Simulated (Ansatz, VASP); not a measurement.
# HfO2: VASP beside Ansatz, part 2 of 2

Aim: how closely do two programs agree when they are given the same cell, functional and k mesh? The cell is taken from a series of runs on this material, whose earlier steps may have relaxed, scaled, displaced or heated it; both programs get it as it stands.

VASP 6.6.1 and Ansatz 0.2.0.

So far: The structure; VASP: zone-centre phonons, LDA.

### 2. VASP: zone-centre phonons, LDA (continued)

Level of this step: LDA; plane waves and PAW (O, Hf_pv) (VASP).

Numbers of over 12 decimals in the logs are rounded to 6 here.

Parts of OUTCAR (step 2):

```text
ion  position               nearest neighbor table
   1  0.250  0.250  0.250-   3 2.19   3 2.19   3 2.19   3 2.19
   2  0.750  0.750  0.750-   3 2.19   3 2.19   3 2.19   3 2.19
   3  0.000  0.000  0.000-   2 2.19   1 2.19   2 2.19   1 2.19   2 2.19   2 2.19   1 2.19   1 2.19

  LATTYP: Found a body centered tetragonal cell.
 ALAT       =     3.5153862689
 C/A-ratio  =     1.4797241044

 Subroutine GETGRP returns: Found 16 space group operations
 (whereof 16 operations were pure point group operations)

The static configuration has the point symmetry D_4h.

 Found     59 irreducible k-points:

   k-points           NKPTS =     59   k-points in BZ     NKDIM =     59   number of bands    NBANDS=     17

   dimension x,y,z NGX =    30 NGY =   30 NGZ =   28
   dimension x,y,z NGXF=    60 NGYF=   60 NGZF=   56

   ENCUT  =  600.0 eV  44.10 Ry    6.64 a.u.   7.19  7.19  7.02*2*pi/ulx,y,z

   NELECT =      22.0000    total number of electrons

 k-points in reciprocal lattice and weights: Automatic mesh
   0.00000000  0.00000000  0.00000000       0.002
   0.12500000 -0.00000000  0.00000000       0.016
   0.25000000 -0.00000000  0.00000000       0.016
   0.37500000 -0.00000000  0.00000000       0.016
   0.50000000 -0.00000000  0.00000000       0.008
   0.12500000  0.12500000  0.00000000       0.004
   0.25000000  0.12500000  0.00000000       0.016
   0.37500000  0.12500000  0.00000000       0.016
   0.50000000  0.12500000  0.00000000       0.016
[...]
-0.37500000  0.12500000  0.50000000       0.008
  -0.25000000  0.25000000  0.50000000       0.004

 average (electrostatic) potential at core
       1 -70.5398       2 -70.5398       3 -37.5361

  Total       -0.7087332     -0.7087332     -5.0903517      0.0000000      0.0000000     -0.0000000
  in kB      -35.3283558    -35.3283558   -253.7397229      0.0000000      0.0000000     -0.0000000
  external PRESSURE =    -108.1321448 kB  Pullay stress =       0.0000000 kB

  energy-cutoff  :      600.00
  volume of cell :       32.14
      direct lattice vectors                 reciprocal lattice vectors
     0.000000000  2.485753469  2.600900899    -0.201146255  0.201146255  0.192241081
     2.485753469  0.000000000  2.600900899     0.201146255 -0.201146255  0.192241081
     2.485753469  2.485753469  0.000000000     0.201146255  0.201146255 -0.192241081

 POSITION                                       TOTAL-FORCE (eV/Angst)
 -----------------------------------------------------------------------------------
      1.24288      1.24288      1.30045        -0.000000     -0.000000      0.000000
      3.72863      3.72863      3.90135         0.000000      0.000000     -0.000000
      0.00000      0.00000      0.00000        -0.000000      0.000000      0.000000
 -----------------------------------------------------------------------------------
    total drift:                                0.000000     -0.000000      0.000000

 MACROSCOPIC STATIC DIELECTRIC TENSOR (including local field effects in DFT)
 ------------------------------------------------------
           5.268882     0.000000     0.000000
           0.000000     5.268882     0.000000
           0.000000     0.000000     5.602599
 ------------------------------------------------------

 PIEZOELECTRIC TENSOR (including local field effects)  for field in x, y, z        (C/m^2)
          XX          YY          ZZ          XY          YZ          ZX
  --------------------------------------------------------------------------------
  x     0.00000     0.00000     0.00000     0.00000     0.00000     0.00000
  y     0.00000     0.00000     0.00000     0.00000     0.00000     0.00000
  z     0.00000     0.00000     0.00000     0.00000     0.00000     0.00000

 BORN EFFECTIVE CHARGES (including local field effects) (in |e|, cummulative output)
 ---------------------------------------------------------------------------------
 ion    1
    1    -2.71995     0.00000     0.00000
    2     0.00000    -2.71995     0.00000
    3     0.00000     0.00000    -2.88394
 ion    2
    1    -2.71995     0.00000     0.00000
    2     0.00000    -2.71995     0.00000
    3     0.00000     0.00000    -2.88394
 ion    3
    1     5.43991     0.00000     0.00000
    2     0.00000     5.43991     0.00000
    3     0.00000     0.00000     5.76788

 Eigenvectors and eigenvalues of the dynamical matrix
 ----------------------------------------------------

   1 f  =   17.772654 THz   111.668876 2PiTHz  592.831912 cm-1    73.501756 meV
             X         Y         Z           dx          dy          dz
      1.242877  1.242877  1.300450     0.073518   -0.703275    0.000000
      3.728630  3.728630  3.901351    -0.073518    0.703275   -0.000000
      0.000000  0.000000  0.000000    -0.000000    0.000000    0.000000

   2 f  =   17.772654 THz   111.668876 2PiTHz  592.831912 cm-1    73.501756 meV
             X         Y         Z           dx          dy          dz
      1.242877  1.242877  1.300450     0.703275    0.073518    0.000000
      3.728630  3.728630  3.901351    -0.703275   -0.073518   -0.000000
      0.000000  0.000000  0.000000    -0.000000    0.000000    0.000000

   3 f  =   15.437181 THz    96.994668 2PiTHz  514.928929 cm-1    63.843022 meV
             X         Y         Z           dx          dy          dz
      1.242877  1.242877  1.300450    -0.000000   -0.000000    0.707107
      3.728630  3.728630  3.901351    -0.000000   -0.000000   -0.707107
      0.000000  0.000000  0.000000    -0.000000   -0.000000   -0.000000

   4 f  =    6.465934 THz    40.626662 2PiTHz  215.680345 cm-1    26.740943 meV
             X         Y         Z           dx          dy          dz
      1.242877  1.242877  1.300450    -0.650815    0.000000   -0.000000
      3.728630  3.728630  3.901351    -0.650815    0.000000    0.000000
      0.000000  0.000000  0.000000     0.390999   -0.000000    0.000000

   5 f  =    6.465934 THz    40.626662 2PiTHz  215.680345 cm-1    26.740943 meV
             X         Y         Z           dx          dy          dz
      1.242877  1.242877  1.300450     0.000000    0.650815   -0.000000
      3.728630  3.728630  3.901351     0.000000    0.650815   -0.000000
      0.000000  0.000000  0.000000    -0.000000   -0.390999    0.000000

   6 f  =    6.020981 THz    37.830937 2PiTHz  200.838296 cm-1    24.900764 meV
             X         Y         Z           dx          dy          dz
      1.242877  1.242877  1.300450    -0.000000   -0.000000   -0.650885
      3.728630  3.728630  3.901351    -0.000000   -0.000000   -0.650885
      0.000000  0.000000  0.000000    -0.000000    0.000000    0.390765

   7 f/i=    0.005618 THz     0.035301 2PiTHz    0.187406 cm-1     0.023235 meV
             X         Y         Z           dx          dy          dz
      1.242877  1.242877  1.300450    -0.000000    0.000000    0.276312
      3.728630  3.728630  3.901351    -0.000000    0.000000    0.276312
      0.000000  0.000000  0.000000    -0.000000    0.000000    0.920491

   8 f/i=    0.007683 THz     0.048273 2PiTHz    0.256275 cm-1     0.031774 meV
             X         Y         Z           dx          dy          dz
      1.242877  1.242877  1.300450     0.275622   -0.021738    0.000000
      3.728630  3.728630  3.901351     0.275622   -0.021738    0.000000
      0.000000  0.000000  0.000000     0.917542   -0.072365    0.000000

   9 f/i=    0.007683 THz     0.048273 2PiTHz    0.256275 cm-1     0.031774 meV
             X         Y         Z           dx          dy          dz
      1.242877  1.242877  1.300450    -0.021738   -0.275622    0.000000
      3.728630  3.728630  3.901351    -0.021738   -0.275622    0.000000
      0.000000  0.000000  0.000000    -0.072365   -0.917542    0.000000

 MACROSCOPIC STATIC DIELECTRIC TENSOR IONIC CONTRIBUTION
 ------------------------------------------------------
          35.769053    -0.000000     0.000000
           0.000000    35.769053    -0.000000
           0.000000    -0.000000    46.409050
 ------------------------------------------------------

 ELASTIC MODULI CONTR FROM IONIC RELAXATION (kBar)
 Direction    XX          YY          ZZ          XY          YZ          ZX
 --------------------------------------------------------------------------------
 XX           0.0000      0.0000      0.0000      0.0000      0.0000      0.0000
 YY           0.0000      0.0000      0.0000      0.0000      0.0000      0.0000
 ZZ           0.0000      0.0000      0.0000      0.0000      0.0000      0.0000
 XY           0.0000      0.0000      0.0000   -213.9199     -0.0000     -0.0000
 YZ           0.0000      0.0000      0.0000     -0.0000   -226.0594     -0.0000
 ZX           0.0000      0.0000      0.0000     -0.0000     -0.0000   -215.0657
 --------------------------------------------------------------------------------

 PIEZOELECTRIC TENSOR IONIC CONTR  for field in x, y, z        (C/m^2)
          XX          YY          ZZ          XY          YZ          ZX
  --------------------------------------------------------------------------------
  x     0.00000     0.00000     0.00000    -0.00000    -0.00000    -0.00000
  y     0.00000     0.00000     0.00000    -0.00000    -0.00000     0.00000
  z     0.00000     0.00000     0.00000     0.00000    -0.00000     0.00000
```

### 3. Ansatz: zone-centre phonons, LDA

Ansatz runs on its PAW soft_1 files.

The same cell, functional (in two slightly different forms) and mesh now go to Ansatz, which takes its cutoff from its data sets.

Input file input.yaml:

```yaml
crystal:
  lattice:
    - [0.0, 2.4857534692, 2.6009008992]
    - [2.4857534692, 0.0, 2.6009008992]
    - [2.4857534692, 2.4857534692, 0.0]
  atoms:
    - { symbol: O, position: [0.25, 0.25, 0.25] }
    - { symbol: O, position: [0.75, 0.75, 0.75] }
    - { symbol: Hf, position: [0.0, 0.0, 0.0] }
kpoints:
  mp_grid: { grid: [8, 8, 8] }
hamiltonian:
  xc: lda
  pseudopotentials: { kind: paw, azcp: { folder: soft_1 }, xc_functional: pbe }
scf:
  occupations: { method: fixed }
output:
  eigenvalues: true
phonons:
  method: dfpt
  dielectric: true
  rigid_motions: translations
```

The run is started by

```bash
> ansatz run input.yaml --threads 8 --pin off --max-ram 20480MiB --backend cpu --events-out ev --progress --plain --runs-dir out
```

Output:

```text
Engine: ansatz 0.2.0, aarch64-unknown-linux-gnu
Pseudopotentials: kind: paw
Pseudopotential: O, paw, valence charge 6, recommended cutoff 420 eV (normal), soft_1/O.paw.azcp
Pseudopotential: Hf, paw, valence charge 26, recommended cutoff 420 eV (normal), soft_1/Hf.paw.azcp
Functional definition: SPW92
  exchange = slater_x
  correlation = pw_c
Crystal: 3 atoms, lattice volume = 32.142 Å³
Basis set: ecut = 420 eV, 625 PW (Γ), exchange–correlation on 60×60×60 points (8 copies of the dense FFT grid, shifted against one another)
Bands: 23, of which v1, the nominal top of the filled ones, is band 19 counted from 1 (18 counted from 0)
Symmetry: 16 space group operations
k-points: 260 of 512 (irreducible under 1 space group operation, time reversal used)
Non-local potential: O, projectors of the file, l = 0: 2, l = 1: 2, l = 2: 1
Non-local potential: Hf, projectors of the file, l = 0: 3, l = 1: 2, l = 2: 2, l = 3: 3
PAW form: soft (Blöchl's): semilocal exchange-correlation on the pseudo side does not see the compensation charge
PAW frozen core: O, regenerated for the run's functional, and the local potential with it (the file was generated under x = pbe(κ = 0.804, μ = 0.219515), c = pbe(β = 0.066725))
PAW frozen core: Hf, regenerated for the run's functional, and the local potential with it (the file was generated under x = pbe(κ = 0.804, μ = 0.219515), c = pbe(β = 0.066725))
PAW one-centre angular grid: O, 110 points (default); XC on 64 Gauss nodes
PAW one-centre angular grid: Hf, 590 points (default); XC on 64 Gauss nodes
Initial density: superposition of atomic densities (chi_scale 0.1, normalization cell, long waves kept (reshape's long-wave potential 0.00 eV rms))
Initial wavefunctions: pseudopotential atomic-orbital guess
Functional: x = slater, c = lda
SCF iter   1: F=—  HF=-16594.221045 eV  |F-HF|=—  |Δ(HF+E_count)|=         —  Δρ=9.05e-2  dr2=1.99e0  ethr=3.10e-3  ⟨swp⟩=4.0  Hψ=19664  notcnv=0  defer=503
preconditioner: auto → none  [insulator: Δε(μ)=2.503 eV  Ē_g=19.252 eV  n_scr=14 (ndim 8)  ℏωp=39.3 eV  f_vac=0.000  ε∞_Penn≈5.2]
SCF iter   2: F=—  HF=-16593.656750 eV  |F-HF|=—  |Δ(HF+E_count)|=   5.64e-1  Δρ=3.87e-2  dr2=4.27e-1  ethr=3.10e-3  ⟨swp⟩=2.3  Hψ=14128  notcnv=0  defer=469
SCF iter   3: F=—  HF=-16593.553905 eV  |F-HF|=—  |Δ(HF+E_count)|=   1.03e-1  Δρ=2.60e-2  dr2=1.16e-1  ethr=1.12e-3  ⟨swp⟩=2.0  Hψ=10389  notcnv=0  defer=520
SCF iter   4: F=—  HF=-16593.534760 eV  |F-HF|=—  |Δ(HF+E_count)|=   1.91e-2  Δρ=8.16e-3  dr2=9.40e-3  ethr=3.04e-4  ⟨swp⟩=2.1  Hψ=8921  notcnv=0  defer=520
SCF iter   5: F=—  HF=-16593.535346 eV  |F-HF|=—  |Δ(HF+E_count)|=   5.85e-4  Δρ=3.07e-3  dr2=1.07e-3  ethr=2.47e-5  ⟨swp⟩=2.0  Hψ=11775  notcnv=0  defer=520
SCF iter   6: F=—  HF=-16593.535585 eV  |F-HF|=—  |Δ(HF+E_count)|=   2.39e-4  Δρ=3.84e-4  dr2=1.49e-5  ethr=2.83e-6  ⟨swp⟩=2.0  Hψ=9814  notcnv=0  defer=520
SCF iter   7: F=—  HF=-16593.535597 eV  |F-HF|=—  |Δ(HF+E_count)|=   1.23e-5  Δρ=2.34e-5  dr2=5.90e-8  ethr=3.92e-8  ⟨swp⟩=2.7  Hψ=11145  notcnv=0  defer=10
SCF iter   8: F=—  HF=-16593.535598 eV  |F-HF|=—  |Δ(HF+E_count)|=   1.35e-6  Δρ=2.35e-6  dr2=9.60e-10  ethr=1.55e-10  ⟨swp⟩=2.1  Hψ=10971  notcnv=0  defer=6
SCF iter   9: F=-16593.535598 eV  HF=-16593.535598 eV  |F-HF|=1.46e-11  |Δ(HF+E_count)|=  1.67e-10  Δρ=3.22e-7  dr2=1.48e-11  ethr=1.00e-12  ⟨swp⟩=8.6  Hψ=40978  notcnv=0
SCF 1 converged in 9 iterations: F = -16593.535598 eV  dr2 = 1.48e-11
  greatest PAW one-centre occupation: 0.999 electrons in one spin orbital (limit 2), on the Hf atom at site 2 (counted from 0), in its partial waves of l = 3
NSCF: frozen V_eff on 3 k-points
DFPT response loops at Γ: preconditioner auto → none (the input reference at scf.mixing.eps_inf says where Resta's filter doesn't serve); β = 0.50; Broyden in place of MSR1
SCF converged after 9 iterations
Free energy (F): -16593.535598 eV
Harris-Foulkes:  -16593.535598 eV  (|F-HF|=1.46e-11)
Internal energy: -16593.535598 eV  (E = F + TS)
E sigma→0 (E₀):  -16593.535598 eV
Fermi energy:    14.873981 eV
--- Per-component energies (eV) ---
  E_band       = 3.314895
  E_kinetic    = 741.211451
  E_local      = -6949.524459  (includes V_loc(G=0)·N_el)
  E_nonlocal   = 186.768065
  E_hartree    = 3309.817502
  E_xc         = -405.097088
  E_vxc        = -435.993295  (∫ρ·V_xc dr)
  E_paw        = -7760.290714  (= ΣΔE_a)
  E_vpaw       = -158.783979  (= ΣTr[D̂ρ^β])
  E_aug_tail   = 0.001751  (compensation charges beyond the density's cutoff)
  E_ewald      = -5719.073038
  E_core_change = 2.650931  (= ΣΔE_core)
  E_smearing   = -0.000000  (= −TS)
  E_closure    = 0.000000  (closes the sum)
  Σ components = -16593.535598   (vs F -16593.535598, Δ=0.00e0)
--- Band table (eV; the first three rows and the last of 260) ---
  k-point 0: bands = [... 15 lower, 9.1953, 13.6781, 14.2720, 14.2720, 18.0458, 18.6483, 20.5134, 25.1086]
  k-point 1: bands = [... 15 lower, 9.6205, 13.3352, 13.8578, 13.9548, 18.4091, 18.9141, 21.0995, 24.4460]
  k-point 2: bands = [... 15 lower, 10.6482, 12.5928, 13.1768, 13.3684, 19.0034, 19.2482, 21.6798, 23.8963]
  k-point 259: bands = [... 15 lower, 11.5452, 11.9091, 12.8116, 12.8621, 19.0561, 19.2601, 21.6933, 23.4596]
--- Phonons (Γ-DFPT): 4 representative perturbations + reference, on 260 of 512 k-points (Σ response iterations 17) ---
  k mesh reduced under 1 symmetry operation, with k and −k counted as one. Each operation leaves every solved perturbation unchanged. A smaller set is not considered because the run solves the response to a homogeneous field
  ASR residual: 3.443e-5 → 0.000e0 eV/Å²; symmetrization residual: 1.478e-5 eV/Å²
  ASR residual per site (eV/Å²): 3.44e-5 3.44e-5 2.37e-5
  Γ frequencies (cm⁻¹): 0.00 0.00 0.00 206.64 220.46 220.46 519.42 595.52 595.52
  ε∞ (high-frequency dielectric tensor):
        5.318128     0.000000     0.000000
        0.000000     5.318128     0.000000
        0.000000     0.000000     5.657965
  ε⁰ (static dielectric tensor: ions relaxed, cell fixed):
       40.092041    -0.000000     0.000000
       -0.000000    40.092041     0.000000
        0.000000     0.000000    50.282081
  ε⁰ − ε∞ (ionic part):
       34.773912    -0.000000     0.000000
       -0.000000    34.773912     0.000000
        0.000000     0.000000    44.624116
  softest optical mode at Γ: 206.64 cm⁻¹; the repairs (sum rule, projections) moved no ω² at Γ by more than (1.69 cm⁻¹)²
  Born effective charges Z* (e; rows j = field, columns β = displacement):
    site 0:
        -2.73651    0.00000    0.00000
         0.00000   -2.73651    0.00000
        -0.00000   -0.00000   -2.90561
    site 1:
        -2.73651    0.00000    0.00000
         0.00000   -2.73651    0.00000
         0.00000    0.00000   -2.90561
    site 2:
         5.47301    0.00000    0.00000
         0.00000    5.47301   -0.00000
        -0.00000    0.00000    5.81122
  Z* charge neutrality: 2.647e-5 e pre-enforcement
  k-mesh period / interband length: 28.8 Å / 1.42 Å = 20.30 at k = (0.0000, 0.0000, 0.0000), direct gap 3.774 eV — 14 or more, which is no proof of convergence
  optical modes at Γ without the LO–TO term, one row a degenerate level:
      ω (cm⁻¹)  modes    IR ((D/Å)²/amu)
        206.64      1            28.7137
        220.46      2            50.9375
        519.42      1             0.0000
        595.52      2             0.0000
  optical modes at Γ + LO–TO along q̂ = [1.0000, 0.0000, 0.0000]:
      ω (cm⁻¹)  modes    IR ((D/Å)²/amu)
        206.64      1            28.7137
        220.46      1            25.4687
[...]
optical modes at Γ + LO–TO along q̂ = [0.0000, 1.0000, 0.0000]:
      ω (cm⁻¹)  modes    IR ((D/Å)²/amu)
[...]
220.46      1            25.4687
        519.42      1             0.0000
        595.52      2             0.0000
        605.30      1            25.4687
  optical modes at Γ + LO–TO along q̂ = [0.0000, 0.0000, 1.0000]:
      ω (cm⁻¹)  modes    IR ((D/Å)²/amu)
        220.46      2            50.9375
        519.42      1             0.0000
        595.52      2             0.0000
        616.00      1            28.7137
```

### 4. Side by side

Known differences besides the potentials themselves: fixed occupations in Ansatz, narrow Gaussian smearing in VASP; the data sets hold 38 valence electrons in Ansatz (on its PAW soft_1 files) and 22 in VASP; the cutoff is 420 eV in Ansatz and 600 eV in VASP; VASP's log shows a relativistic correction to its local exchange, Ansatz's none. Total energies have different zeros and are not compared.

Both answers:

```tsv
quantity	Ansatz	VASP	difference
ε∞ xx	5.32	5.27	+0.93 %
ε∞ yy	5.32	5.27	+0.93 %
ε∞ zz	5.66	5.60	+0.99 %
Born charge of O1 (mean of the diagonal) (e)	-2.79	-2.77	-0.02
Born charge of Hf3 (mean of the diagonal) (e)	5.59	5.55	+0.04
optical mode 1 (cm⁻¹)	206.6	200.8	+2.89 %
optical mode 2 to 3 (cm⁻¹)	220.5	215.7	+2.22 %
optical mode 4 (cm⁻¹)	519.4	514.9	+0.87 %
optical mode 5 to 6 (cm⁻¹)	595.5	592.8	+0.45 %
```

Modes are paired by rising frequency, not by their patterns, so a pair may set unlike modes beside each other; they are those without the splitting of longitudinal modes.

### 5. Outcome

| Item | Value |
| --- | --- |
| r.m.s. difference of the optical zone-centre modes, each program's sorted by frequency (zone-centre phonons, LDA) | 4.4 cm⁻¹ |
| difference in optical mode 1 (zone-centre phonons, LDA) | +2.9 % |

What this shows: The r.m.s. difference of the optical zone-centre modes, each program's sorted by frequency is 4.4 cm⁻¹ (zone-centre phonons, LDA). The data sets hold unlike numbers of valence electrons (38 in Ansatz and 22 in VASP), so part of the differences comes from the potentials. Among the rows given in per cent, the largest difference of the zone-centre phonons, LDA pair is in optical mode 1, +2.9 %. How closely two codes agree says nothing of how well the functional describes the real material.

[Lines on the potential files, build, host, timing and source positions are cut from VASP's logs without a mark.]

[Logs are printed without paths, hosts, clocks, repeated set-up lines and the standing remarks that a program may print on its own settings, such as how far it seeks lower states.]

[Hosts, paths, dates, database ids (printed as entryN), source tags and the programs' standing remarks are cut or masked in the printed files.]
